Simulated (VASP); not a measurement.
Method: r2SCAN meta-GGA, VASP's PBE PAW potentials (set 64) (plane waves; VASP).

The input files of a VASP run:

**KPOINTS**
```
Automatic mesh
0
Gamma
8 8 8
0 0 0
```

**INCAR**
```
SYSTEM = Ge2Pd
PREC = Accurate; ENCUT = 400; LREAL = .FALSE.
LASPH = .TRUE.
EDIFF = 1E-6; NELM = 100; ALGO = Normal
LMAXMIX = 4; LMIXTAU = .TRUE.
ISMEAR = 1; SIGMA = 0.1
METAGGA = R2SCAN
IBRION = 2; NSW = 60; ISIF = 3
EDIFFG = -0.02
LWAVE = .FALSE.; LCHARG = .FALSE.
```

**POSCAR**
```
Ge2Pd
1
    0.0000000000     2.9917429450     2.9917429450
    2.9917429450     0.0000000000     2.9917429450
    2.9917429450     2.9917429450    -0.0000000000
Pd Ge
1 2
Direct
  0.0000000000   0.0000000000   0.0000000000
  0.2500000000   0.2500000000   0.2500000000
  0.7500000000   0.7500000000   0.7500000000
```

POTCAR, in this order: Pd Ge_d (PBE.64 set). Program: vasp_std.

Q: What does the run give for the energy per atom (σ→0), volume per atom, band gap (on the k-mesh)?

A: 
```yaml
energy per atom (σ→0): -17.033 eV/atom
band gap (on the k-mesh): none (metal, semimetal or under 0.01 eV)
volume_per_atom: 17.95 Å³/atom
```

OSZICAR:
```
...
DAV:   4    -0.510993823819E+02    0.12319E-02   -0.24985E-03  1651   0.633E-01    0.516E-02
DAV:   5    -0.510993021157E+02    0.80266E-04   -0.45079E-04  1519   0.298E-01    0.288E-02
DAV:   6    -0.510993573265E+02   -0.55211E-04   -0.14788E-04  1404   0.118E-01    0.950E-03
DAV:   7    -0.510993656501E+02   -0.83236E-05   -0.17302E-05  1720   0.525E-02    0.571E-03
DAV:   8    -0.510993591481E+02    0.65020E-05   -0.27070E-06  1235   0.147E-02    0.448E-04
DAV:   9    -0.510993609955E+02   -0.18474E-05   -0.90597E-07   863   0.631E-03    0.325E-04
DAV:  10    -0.510993605115E+02    0.48397E-06   -0.47798E-08   716   0.210E-03
   3 F= -.51099361E+02 E0= -.51098779E+02  d E =-.654547E-03
```

The structure was generated: Ge2Pd was put into the fluorite type (Fm-3m), which need not be its known phase. This run relaxes it. Symmetry was kept, so distortions that lower it aren't found. The start is the result of an earlier pass.
